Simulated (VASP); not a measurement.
# Zr (Zirconium): structure and properties in VASP

What structure and properties does r2SCAN give Zr (Zirconium), and how near are they to the measured ones? The steps: full relaxation (r2SCAN), density, ELF and potential (r2SCAN), band structure (r2SCAN), density of states (r2SCAN), volume scan with r2SCAN, fit for r2SCAN, band structure (r2SCAN + SOC) and band structure (r2SCAN), changed input. Left out of this account: 1 further run (core levels: core levels are not valid at this level). The start is a cell from a database of measured crystal structures.

Method: r2SCAN; plane waves and PAW (Zr_sv), in the first sound run; inputs show where later runs differ, in VASP 6.6.1.

Experimental background.

For Zr, hexagonal close-packed (alpha) (commercial-grade powder, deuterated, multiphase, after 286 C anneal, 300 K), “The preparation of Zr-deuteride and phase stability studies of the Zr-D system” (2017, arxiv:1701.02117) gives, by neutron powder diffraction, Rietveld: lattice constant a (a of alpha-Zr after heat treatment) 3.2349 ± 0.0003 Å [alpha-Zr in a multiphase deuterated commercial-grade powder; may contain dissolved …]; lattice constant c (c of alpha-Zr after heat treatment) 5.1512 ± 0.0001 Å [alpha-Zr in a multiphase deuterated commercial-grade powder; may contain dissolved …].

This is a report of a sequence of runs, with most program output left out.

**1. Starting point**

Before any relaxation, the start is as follows. Symmetry: P6_3/mmc, No. 194, hexagonal system. Conventional cell: a = 3.232 Å, b = 3.232 Å, c = 5.147 Å, α = 90.00°, β = 90.00°, γ = 120.00°. Nearest to Zr lie 12 Zr at 3.18 to 3.23 Å.

**2. Full relaxation (r2SCAN)**

Properties are meant for the cell that this level of theory prefers, so cell and atoms are relaxed first (ISIF = 3) until forces and stress are small; EDIFFG sets the threshold. r2SCAN adds the kinetic-energy density, costs more than a GGA and is run with LASPH.

File INCAR:

```
SYSTEM = Zr
PREC = Accurate
ENCUT = 400
EDIFF = 1E-06
NELM = 100
ISMEAR = 1
SIGMA = 0.2
LREAL = .FALSE.
ALGO = Normal
METAGGA = R2SCAN
LASPH = .TRUE.
NBANDS = 18
LORBIT = 11
LWAVE = .FALSE.
LCHARG = .FALSE.
KPAR = 2
IBRION = 2
NSW = 60
ISIF = 3
EDIFFG = -0.01
```

File POSCAR:

```
Zr
1.0
    3.2320000000      0.0000000000      0.0000000000
   -1.6160000000      2.7989941050      0.0000000000
    0.0000000000      0.0000000000      5.1470000000
Zr
2
Direct
    0.3333333333      0.6666666667      0.2500000000
    0.6666666667      0.3333333333      0.7500000000
```

File KPOINTS:

```
Automatic mesh
0
Gamma
9 9 5
0 0 0
```

PAW data sets: Zr_sv (PBE family, release 64).

The run is started by

```
> mpirun -np 2 vasp_std
```

It took 2.6 min on 2 MPI ranks of AMD EPYC 7R43, shared host; peak memory 0.26 GiB.

The k-mesh is coarse for a metal. The PAW data sets were made with PBE, which is usual practice but a small mismatch for other functionals. The run keeps the 24 symmetry operations of its start, so it cannot find a distortion of lower symmetry.

The steps of the relaxation:

```tsv
step	energy less that of the first step (eV)	largest force (eV/Å)	pressure (GPa)	volume (Å³)
1	0.0000	0.0000	0.64	46.56
2	0.0002	0.0000	-0.73	47.19
3	-0.0006	0.0000	0.00	46.84
```

```tsv
conventional cell, symmetrised	before	after	change
a (Å)	3.232	3.238	+0.2 %
b (Å)	3.232	3.238	+0.2 %
c (Å)	5.147	5.159	+0.2 %
volume (Å³/atom)	23.28	23.42	+0.6 %
```

The relaxed structure:

```xyz
2
Lattice="3.2379 0.0000 0.0000 -1.6189 2.8041 0.0000 0.0000 0.0000 5.1594" Properties=species:S:1:pos:R:3 pbc="T T T"
Zr    0.0000    1.8694    1.2899
Zr    1.6189    0.9347    3.8696
```

This step gave:

```yaml
electrons: 24
bands: 18
irreducible_k_points: 36
symmetry_operations: 24
free_energy_toten: -45.51 eV
energy_at_zero_smearing: -45.51 eV
fermi_energy: 9.004 eV
pressure: 1.62e-4 GPa
metallic: yes
scf_cycles_over_all_ionic_steps: 27
```

It ends with forces that vanish by symmetry and a pressure of 0.00 GPa. The volume lies +0.6 % from that of the database's start.

**3. Density, ELF and potential (r2SCAN)**

A single point on the relaxed cell gives a clean self-consistent state, with density, ELF and potential written out.

Changes to INCAR since step 2:

```diff
@@ -14,7 +14,5 @@
 LWAVE = .FALSE.
-LCHARG = .FALSE.
-KPAR = 2
-IBRION = 2
-NSW = 60
-ISIF = 3
-EDIFFG = -0.01
+LCHARG = .TRUE.
+ISIF = 2
+LELF = .TRUE.
+LVHAR = .TRUE.
```

File POSCAR:

```
Zr
1.0
    3.2378935186      0.0000000000      0.0000000000
   -1.6189467593      2.8040980418      0.0000000000
    0.0000000000      0.0000000000      5.1594231066
Zr
2
Direct
    0.3333333333      0.6666666667      0.2500000000
    0.6666666667      0.3333333333      0.7500000000
```

KPOINTS is that of step 2.

The run is started by

```
> mpirun -np 2 vasp_std
```

It took 71 s on 2 MPI ranks; peak memory 0.22 GiB.

This step gave:

```yaml
scf_cycles: 13
pressure: 0.04152 GPa
```

Valence electrons inside each PAW sphere by angular momentum. Sphere charges, by row:

```tsv
atom	s (e)	p (e)	d (e)	tot (e)
Zr1	2.225	5.968	1.575	9.769
Zr2	2.225	5.968	1.575	9.769
```

ELF in the ac plane at fractional y = 0.333, with atoms of Zr within 0.2 Å of it. It is the smooth field of the valence electrons, not physical close to the nuclei.

Values, 22 rows by 14 columns, each cell a mean:
```
0.27 0.40 0.47 0.45 0.33 0.20 0.15 0.17 0.24 0.29 0.27 0.21 0.15 0.16
0.19 0.34 0.45 0.41 0.25 0.15 0.19 0.34 0.50 0.58 0.55 0.42 0.25 0.15
0.15 0.25 0.37 0.33 0.19 0.17 0.36 0.60 0.73 0.78 0.76 0.68 0.49 0.24
0.16 0.20 0.28 0.25 0.16 0.27 0.55 0.75 0.80 0.80 0.80 0.79 0.68 0.41
0.20 0.17 0.24 0.21 0.16 0.35 0.66 0.79 0.79 0.75 0.77 0.80 0.76 0.52
0.20 0.17 0.23 0.21 0.16 0.36 0.67 0.80 0.79 0.75 0.77 0.80 0.76 0.53
0.17 0.19 0.28 0.24 0.16 0.28 0.57 0.76 0.80 0.79 0.80 0.79 0.69 0.43
0.15 0.24 0.35 0.31 0.18 0.18 0.39 0.62 0.75 0.79 0.77 0.70 0.52 0.26
0.18 0.33 0.44 0.40 0.24 0.15 0.21 0.37 0.54 0.62 0.59 0.47 0.28 0.15
0.26 0.39 0.47 0.44 0.32 0.19 0.15 0.19 0.27 0.33 0.31 0.23 0.16 0.16
0.31 0.36 0.39 0.38 0.33 0.27 0.23 0.21 0.23 0.24 0.24 0.22 0.22 0.25
0.25 0.22 0.22 0.22 0.23 0.27 0.33 0.39 0.43 0.46 0.45 0.42 0.37 0.30
0.16 0.14 0.14 0.15 0.16 0.21 0.32 0.47 0.59 0.65 0.63 0.55 0.40 0.26
0.14 0.16 0.19 0.18 0.16 0.17 0.27 0.46 0.63 0.71 0.69 0.56 0.36 0.20
0.18 0.25 0.31 0.30 0.23 0.18 0.24 0.42 0.62 0.72 0.69 0.53 0.32 0.18
0.23 0.34 0.42 0.40 0.30 0.20 0.23 0.39 0.60 0.72 0.68 0.51 0.29 0.18
0.23 0.35 0.43 0.41 0.31 0.21 0.23 0.39 0.60 0.72 0.68 0.51 0.29 0.18
0.18 0.27 0.33 0.32 0.24 0.18 0.24 0.41 0.61 0.72 0.69 0.53 0.31 0.18
0.14 0.17 0.20 0.20 0.16 0.17 0.27 0.45 0.63 0.72 0.69 0.56 0.36 0.19
0.16 0.14 0.15 0.15 0.15 0.20 0.32 0.47 0.60 0.66 0.64 0.55 0.40 0.25
0.23 0.21 0.20 0.21 0.22 0.26 0.33 0.41 0.46 0.49 0.48 0.44 0.38 0.30
0.31 0.34 0.35 0.35 0.32 0.28 0.25 0.25 0.26 0.27 0.26 0.25 0.25 0.27
```
Columns run along a (3.2 Å), rows up along c (5.2 Å). Atoms in or near the plane, at fractional coordinates: Zr at (0.67, 0.75).

Electrostatic potential energy in the ac plane at fractional y = 0.333, with atoms of Zr within 0.2 Å of it. With pseudopotentials it is smooth inside the atoms' cores, unlike the true potential.

Values in eV, 22 rows by 14 columns, each cell a mean:
```
  0   1   1   1   0  -2  -3  -6 -10 -13 -12  -8  -5  -3
 -2   0   1   1  -1  -4 -10 -20 -29 -34 -32 -25 -15  -6
 -4  -1   0   0  -2  -8 -22 -38 -48 -53 -51 -44 -30 -15
 -7  -2  -1  -1  -4 -15 -34 -51 -61 -64 -63 -57 -43 -25
 -9  -3  -1  -2  -5 -20 -41 -57 -65 -65 -65 -62 -50 -31
-10  -3  -1  -2  -5 -21 -42 -58 -65 -65 -65 -63 -51 -32
 -7  -2  -1  -1  -4 -16 -35 -52 -62 -64 -64 -58 -45 -26
 -4  -1   0   0  -2  -9 -24 -40 -50 -55 -54 -46 -32 -16
 -2   0   1   1  -1  -4 -12 -23 -32 -37 -35 -28 -17  -7
 -1   1   1   1   0  -2  -4  -8 -13 -16 -14 -10  -6  -3
  0   1   1   1   0   0  -1  -2  -3  -4  -3  -3  -2  -1
 -1  -1  -1  -1  -1  -1   0   0   0   0   0   0   0   0
 -2  -3  -4  -4  -3  -2  -1   1   1   2   2   1   0  -1
 -5  -8 -10  -9  -7  -3  -1   0   1   2   2   1   0  -2
 -8 -14 -18 -17 -12  -6  -2   0   1   2   2   1  -1  -3
-12 -19 -23 -22 -17  -9  -3  -1   1   2   2   0  -2  -4
-12 -20 -24 -23 -17  -9  -3  -1   1   2   2   0  -2  -4
 -9 -15 -19 -18 -13  -6  -3   0   1   2   2   1  -1  -3
 -5  -8 -11 -10  -7  -4  -2   0   2   2   2   1  -1  -2
 -3  -4  -4  -4  -3  -2  -1   1   1   2   2   1   0  -1
 -1  -1  -2  -1  -1  -1   0   0   0   0   0   0   0   0
  0   0   0   0   0   0  -1  -2  -2  -2  -2  -2  -1  -1
```
Columns run along a (3.2 Å; values clipped at the 3rd and 97th percentile), rows up along c (5.2 Å). Atoms in or near the plane, at fractional coordinates: Zr at (0.67, 0.75).

Valence density in the ac plane at fractional y = 0.333, with atoms of Zr within 0.2 Å of it. It is the smooth field of the valence electrons, not physical close to the nuclei.

Ten even steps from '0' (0.2 e/Å³) to '9' (5.8 e/Å³):
```
00000000000000000
00000000001110000
00000000012332100
00000000235664310
00000001357887421
00000001479998631
00000001479998631
00000001357887421
00000000235664310
00000000012332100
00000000001110000
00000000000000000
00000000000000000
00000000000000000
00000000000000000
00000000000000000
00000000000000000
00000000000000000
00010000000000000
00010000000000000
00000000000000000
00000000000000000
00000000000000000
00000000000000000
00000000000000000
00000000000000000
```
Columns run along a (3.2 Å), rows up along c (5.2 Å). Atoms in or near the plane, at fractional coordinates: Zr at (0.67, 0.75).

In this run the pressure is 0.04 GPa, small enough to go on.

**4. Band structure (r2SCAN)**

Levels along the symmetry lines show where the bands peak and cross; KPOINTS_OPT computes them in the converged potential.

File INCAR:

```
SYSTEM = Zr
PREC = Accurate
ENCUT = 400
EDIFF = 1E-06
NELM = 100
ISMEAR = 1
SIGMA = 0.2
LREAL = .FALSE.
ALGO = Normal
METAGGA = R2SCAN
LASPH = .TRUE.
NBANDS = 24
LORBIT = 11
LWAVE = .FALSE.
LCHARG = .FALSE.
KPAR = 2
```

POSCAR is that of step 3.

KPOINTS is that of step 3.

File KPOINTS_OPT:

```
Line mode
16
Line-mode
Reciprocal
  0.00000000   0.00000000   0.00000000 GAMMA
  0.50000000   0.00000000   0.00000000 M

  0.50000000   0.00000000   0.00000000 M
  0.33333333   0.33333333   0.00000000 K

  0.33333333   0.33333333   0.00000000 K
  0.00000000   0.00000000   0.00000000 GAMMA

  0.00000000   0.00000000   0.00000000 GAMMA
  0.00000000   0.00000000   0.50000000 A

  0.00000000   0.00000000   0.50000000 A
  0.50000000   0.00000000   0.50000000 L

  0.50000000   0.00000000   0.50000000 L
  0.33333333   0.33333333   0.50000000 H

  0.33333333   0.33333333   0.50000000 H
  0.00000000   0.00000000   0.50000000 A

  0.50000000   0.00000000   0.50000000 L
  0.50000000   0.00000000   0.00000000 M

  0.33333333   0.33333333   0.00000000 K
  0.33333333   0.33333333   0.50000000 H
```

The run is started by

```
> mpirun -np 2 vasp_std
```

Wall time 4.2 min (2 MPI ranks); peak memory 0.3 GiB; 8.4 min of CPU time.

Numbers from this step:

* bands: 24
* pressure: 0.008411 GPa

The electronic bands at the labelled points (eV, zero at the Fermi level; # counts the bands kept):

```tsv
point	#1	#2	#3	#4	#5	#6	#7	#8
Γ	-6.03	-3.21	0.95	0.95	0.97	1.10	1.69	1.69
0.53 of the way	-4.26	-2.15	-1.17	-0.62	0.79	1.26	1.30	2.75
M	-2.71	-2.67	-2.27	-0.41	0.66	0.81	1.54	5.12
0.47 of the way	-2.25	-2.22	-2.21	-0.74	0.40	0.67	1.66	4.59
K	-2.20	-1.53	-1.53	-1.27	0.30	0.30	1.95	4.47
0.53 of the way	-4.18	-1.87	-1.12	-0.94	0.77	0.79	1.70	2.40
Γ	-6.03	-3.21	0.95	0.95	0.97	1.10	1.69	1.69
0.47 of the way	-5.57	-3.30	0.32	0.73	0.79	0.79	1.37	1.37
A	-4.24	-4.24	-0.01	-0.01	0.87	0.87	0.87	0.87
0.53 of the way	-3.07	-3.07	-0.84	-0.84	0.47	0.47	2.00	2.00
L	-3.02	-3.02	-1.11	-1.11	1.53	1.53	2.38	2.38
0.47 of the way	-2.57	-2.57	-0.86	-0.86	0.34	0.34	2.50	2.50
H	-1.47	-1.47	-1.40	-1.40	-0.17	-0.17	2.22	2.22
0.47 of the way	-2.74	-2.74	-0.80	-0.80	0.09	0.09	2.00	2.00
A	-4.24	-4.24	-0.01	-0.01	0.87	0.87	0.87	0.87
jump to L	-3.02	-3.02	-1.11	-1.11	1.53	1.53	2.38	2.38
0.47 of the way	-3.19	-2.62	-1.28	-1.19	1.14	1.17	1.71	4.08
M	-2.71	-2.67	-2.27	-0.41	0.66	0.81	1.54	5.12
jump to K	-2.20	-1.53	-1.53	-1.27	0.30	0.30	1.95	4.47
0.53 of the way	-1.88	-1.50	-1.50	-1.25	0.02	0.02	1.89	3.47
H	-1.47	-1.47	-1.40	-1.40	-0.17	-0.17	2.22	2.22
```

There is no gap at this level.

Of the bands kept, 4 cross the Fermi level on this path.

**5. Density of states (r2SCAN)**

Here the states are counted by energy and projected on the atoms. The mesh is finer than in the run before.

Changes to INCAR since step 4:

```diff
@@ -5,3 +5,3 @@
 NELM = 100
-ISMEAR = 1
+ISMEAR = -5
 SIGMA = 0.2
@@ -16 +16,2 @@
 KPAR = 2
+NEDOS = 2001
```

POSCAR is that of step 4.

File KPOINTS:

```
Automatic mesh
0
Gamma
14 14 8
0 0 0
```

The run is started by

```
> mpirun -np 2 vasp_std
```

Wall time 6.4 min (2 MPI ranks); peak memory 0.35 GiB.

With tetrahedra the forces and stress of a metal are not exact derivatives of the energy.

This step gave:

* SCF cycles: 15
* irreducible k-points: 120
* free energy (TOTEN): -45.50 eV
* Fermi energy: 9.003 eV
* pressure: 0.04851 GPa
* DOS at the Fermi level: 1.378 states/eV/cell

The density of states has structure finer than the step of the table below, so its rows give means over 0.5 eV, whole bins alone (the curve runs from -12.0 to 2.07 eV). Peaks (eV: height): total -0.76: 4.16, 0.25: 3.77, 0.98: 3.83, 1.41: 3.93; Zr d -2.14: 1.23, -0.76: 1.98, 0.25: 2.15, 1.41: 2.52; Zr p -0.76: 0.193, 0.98: 0.149; Zr s -3.08: 0.237, 0.98: 0.0385.

States under -12.0 eV and over 2.1 eV are left out. Density of states against energy, zero at the Fermi level; means over each step; values in states/eV/cell:

```tsv
energy (eV)	total	Zr d	Zr p	Zr s
-6.5	0	0	0	0
-6.0	0.0243	0	1.6e-4	0.00689
-5.5	0.125	3.4e-4	0.00186	0.0344
-5.0	0.205	0.00216	0.00518	0.0535
-4.5	0.293	0.00777	0.0101	0.0712
-4.0	0.418	0.0242	0.0172	0.0918
-3.5	0.689	0.0900	0.0280	0.126
-3.0	1.81	0.525	0.0470	0.213
-2.5	2.32	0.875	0.0586	0.166
-2.0	2.40	1.05	0.0691	0.0859
-1.5	2.04	0.962	0.0750	0.0345
-1.0	3.18	1.54	0.135	0.0332
-0.5	1.86	0.926	0.0766	0.0142
0.0	1.88	0.998	0.0771	0.0102
0.5	3.41	1.96	0.113	0.0244
1.0	3.39	1.96	0.128	0.0289
1.5	3.24	2.07	0.0908	0.0178
```

The finer mesh and the other smearing move the Fermi level by -0.00 eV from the 9×9×5 run, a small shift, which tests the Fermi level alone. Of the states within 0.3 eV of the Fermi level, the largest shares in the PAW spheres are Zr d 54 %. The rest lies in smaller channels or between the spheres.

**6. Volume scan with r2SCAN**

An equation of state needs energies on both sides of the minimum, all on one mesh and cutoff.

File INCAR:

```
SYSTEM = Zr
PREC = Accurate
ENCUT = 400
EDIFF = 1E-06
NELM = 100
ISMEAR = 1
SIGMA = 0.2
LREAL = .FALSE.
ALGO = Normal
METAGGA = R2SCAN
LASPH = .TRUE.
NBANDS = 18
LORBIT = 11
LWAVE = .FALSE.
LCHARG = .FALSE.
KPAR = 2
ISIF = 2
```

File POSCAR:

```
Zr
1.0
    3.1717955123      0.0000000000      0.0000000000
   -1.5858977562      2.7468554892      0.0000000000
    0.0000000000      0.0000000000      5.0540992042
Zr
2
Direct
    0.3333333333      0.6666666667      0.2500000000
    0.6666666667      0.3333333333      0.7500000000
```

File KPOINTS:

```
Automatic mesh
0
Gamma
9 9 5
0 0 0
```

The run is started by

```
> mpirun -np 2 vasp_std
```

Wall time 72 s (2 MPI ranks); peak memory 0.24 GiB; 2.4 min of CPU time.

The scan keeps the cell's shape and the fractional positions fixed.

Numbers from this step:

```
SCF cycles              : 13
bands                   : 18
irreducible k-points    : 36
free energy (TOTEN)     : -45.45 eV
energy at zero smearing : -45.45 eV
Fermi energy            : 9.710 eV
pressure                : 6.678 GPa
```

The pressure here is 6.68 GPa.

**7. Volume scan with r2SCAN (run 2)**

INCAR is that of step 6.

File POSCAR:

```
Zr
1.0
    3.1941328364      0.0000000000      0.0000000000
   -1.5970664182      2.7662001793      0.0000000000
    0.0000000000      0.0000000000      5.0896926248
Zr
2
Direct
    0.3333333333      0.6666666667      0.2500000000
    0.6666666667      0.3333333333      0.7500000000
```

KPOINTS is that of step 6.

The run is started by

```
> mpirun -np 2 vasp_std
```

It took 69 s on 2 MPI ranks; peak memory 0.25 GiB.

Numbers from this step:

| Quantity | Value |
| --- | --- |
| free energy (TOTEN) | -45.48 eV |
| energy at zero smearing | -45.48 eV |
| Fermi energy | 9.466 eV |
| pressure | 4.276 GPa |

The pressure falls from 6.68 to 4.28 GPa.

The run ends at a pressure of 4.28 GPa.

**8. Volume scan with r2SCAN (run 3)**

INCAR is that of step 7.

File POSCAR:

```
Zr
1.0
    3.2161620348      0.0000000000      0.0000000000
   -1.6080810174      2.7852780248      0.0000000000
    0.0000000000      0.0000000000      5.1247950625
Zr
2
Direct
    0.3333333333      0.6666666667      0.2500000000
    0.6666666667      0.3333333333      0.7500000000
```

KPOINTS is that of step 7.

The run is started by

```
> mpirun -np 2 vasp_std
```

Wall time 79 s (2 MPI ranks); peak memory 0.25 GiB; 2.6 min of CPU time.

The pressure falls from 4.28 to 2.07 GPa.

The run ends at a pressure of 2.07 GPa.

**9. Volume scan with r2SCAN (run 4)**

INCAR is that of step 8.

File POSCAR:

```
Zr
1.0
    3.2378935186      0.0000000000      0.0000000000
   -1.6189467593      2.8040980418      0.0000000000
    0.0000000000      0.0000000000      5.1594231066
Zr
2
Direct
    0.3333333333      0.6666666667      0.2500000000
    0.6666666667      0.3333333333      0.7500000000
```

KPOINTS is that of step 8.

The run is started by

```
> mpirun -np 2 vasp_std
```

Wall time 80 s (2 MPI ranks); peak memory 0.25 GiB.

The pressure falls from 2.07 to 0.04 GPa.

The run ends at a pressure of 0.04 GPa.

**10. Volume scan with r2SCAN (run 5)**

INCAR is that of step 9.

File POSCAR:

```
Zr
1.0
    3.2593371470      0.0000000000      0.0000000000
   -1.6296685735      2.8226687687      0.0000000000
    0.0000000000      0.0000000000      5.1935924673
Zr
2
Direct
    0.3333333333      0.6666666667      0.2500000000
    0.6666666667      0.3333333333      0.7500000000
```

KPOINTS is that of step 9.

The run is started by

```
> mpirun -np 2 vasp_std
```

The job ended after 70 s (2 MPI ranks; peak memory 0.24 GiB).

The pressure falls from 0.04 to -1.83 GPa.

The run ends at a pressure of -1.83 GPa.

**11. Volume scan with r2SCAN (run 6)**

INCAR is that of step 10.

File POSCAR:

```
Zr
1.0
    3.2805022669      0.0000000000      0.0000000000
   -1.6402511335      2.8409983003      0.0000000000
    0.0000000000      0.0000000000      5.2273180387
Zr
2
Direct
    0.3333333333      0.6666666667      0.2500000000
    0.6666666667      0.3333333333      0.7500000000
```

KPOINTS is that of step 10.

The run is started by

```
> mpirun -np 2 vasp_std
```

The job ended after 75 s (2 MPI ranks; peak memory 0.25 GiB).

The pressure falls from -1.83 to -3.54 GPa.

The run ends at a pressure of -3.54 GPa.

**12. Volume scan with r2SCAN (run 7)**

A prediction first. A parabola through the 6 pressures of evenly scaled cells so far, P = 0.04 -97.4 t +160 t² GPa with t = ln(V/V₁) and V₁ the volume at scale 1, gives -5.10 GPa at t = +0.0583.

INCAR is that of step 11.

File POSCAR:

```
Zr
1.0
    3.3013977492      0.0000000000      0.0000000000
   -1.6506988746      2.8590943187      0.0000000000
    0.0000000000      0.0000000000      5.2606139558
Zr
2
Direct
    0.3333333333      0.6666666667      0.2500000000
    0.6666666667      0.3333333333      0.7500000000
```

KPOINTS is that of step 11.

The run is started by

```
> mpirun -np 2 vasp_std
```

Run time: 83 s. Hardware: 2 MPI ranks; peak memory 0.25 GiB.

The pressure falls from -3.54 to -5.11 GPa. The parabola predicted -5.10 GPa, +0.02 GPa off.

**13. Comparing the runs**

Times are for 2 MPI ranks of AMD EPYC 7R43, shared host. The series side by side:

```tsv
no.	volume scale	energy above the lowest point (meV/atom)	pressure (GPa)	time	memory (GiB)
1	0.94	30.7	6.678	72 s	0.24
2	0.96	13.92	4.276	69 s	0.25
3	0.98	3.88	2.067	79 s	0.25
4	1	0	0.04152	80 s	0.25
5	1.02	1.89	-1.826	70 s	0.24
6	1.04	9	-3.539	75 s	0.25
7	1.06	21	-5.111	83 s	0.25
```

**14. Fit for r2SCAN**

This step: Birch-Murnaghan fit, r2SCAN; plane waves and PAW (VASP 6.6.1).

This step runs nothing: it gathers the runs above.

Numbers from this step:

| Quantity | Value |
| --- | --- |
| pressure derivative of the bulk modulus | 3.077 |
| r.m.s. error of the fit | 9.65e-6 eV/atom |
| minimum inside the sampled range | yes |
| bulk modulus | 96.71 GPa |
| equilibrium volume of the fit | 23.50 Å³/atom |

Table of energy above the fitted minimum by volume:

```tsv
volume (Å³/atom)	energy above the fitted minimum (eV/atom)
22.02	0.0308
22.49	0.0140
22.95	0.00394
23.42	5.9e-5
23.89	0.00195
24.36	0.00906
24.83	0.0211
```

The fitted volume lies +0.32 % from the relaxed one. At a finite cutoff and mesh the minimum of the energy and the zero of the stress don't quite coincide, and the relaxation stops at a threshold.

[end of part 1 of 2]

[Lines on the potential files, build, host, timing and source positions are cut from VASP's logs without a mark.]

[Logs are printed without paths, hosts, clocks, repeated set-up lines and the standing remarks that a program may print on its own settings, such as how far it seeks lower states.]

[Hosts, paths, dates, database ids (printed as entryN), source tags and the programs' standing remarks are cut or masked in the printed files.]

[A measured line is paired with the nearest computed mode of its activity, which favours agreement.]
